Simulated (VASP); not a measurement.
Computed with optB86b-vdW, VASP's PBE PAW potentials (set 64) (plane waves; VASP).

VASP input:

### POSCAR
```
PbO2
1
    4.9936779014     0.0000000000     0.0000000000
    0.0000000000     4.9936779014     0.0000000000
    0.0000000000     0.0000000000     3.4168354435
Pb O
2 4
Direct
  1.0000000000   0.0000000000   0.0000000000
  0.5000000000   0.5000000000   0.5000000000
  0.3074101816   0.3074101816   1.0000000000
  0.8074101816   0.1925898184   0.5000000000
  0.1925898184   0.8074101816   0.5000000000
  0.6925898184   0.6925898184   0.0000000000
```

**INCAR**
```
! general
SYSTEM   = PbO2
PREC     = Accurate
ENCUT    = 520   ! plane-wave cut-off (eV)
LREAL    = .False.   ! projection in real space or not
LASPH    = .True.

! electronic loop
EDIFF    = 1E-6
NELM     = 100   ! most electronic steps
ALGO     = Normal   ! blocked Davidson
LMAXMIX  = 4   ! l cut-off of mixed one-centre charges

! smearing
ISMEAR   = 0   ! Gaussian
SIGMA    = 0.05

! functional
GGA      = MK
LUSE_VDW = .True.
AGGAC    = 0.0
PARAM1   = 0.1234
PARAM2   = 1.0

! ions
IBRION   = 2
NSW      = 60   ! most ionic steps
ISIF     = 3   ! ions, shape and volume
EDIFFG   = -0.02

! output
LWAVE    = .False.
LCHARG   = .False.
```

**KPOINTS**
```
Automatic mesh
0
Gamma
4 4 6
0 0 0
```

POTCAR, in this order: Pb_d O (PBE.64 set). Program: vasp_std.

Problem. What will the output report for the number of irreducible k-points (NKPTS), largest plane-wave count, number of space-group operations, FFT grid (NGX, NGY, NGZ)?

Solution. 
```yaml
number of irreducible k-points (NKPTS): 24
largest_plane_wave_count: 2310
number_of_space_group_operations: 16
FFT grid (NGX, NGY, NGZ): 40 × 40 × 28
```

The compound is PbO2 in the rutile structure. This run relaxes it. Symmetry was kept, so distortions that lower it aren't found. The start is the result of an earlier pass.
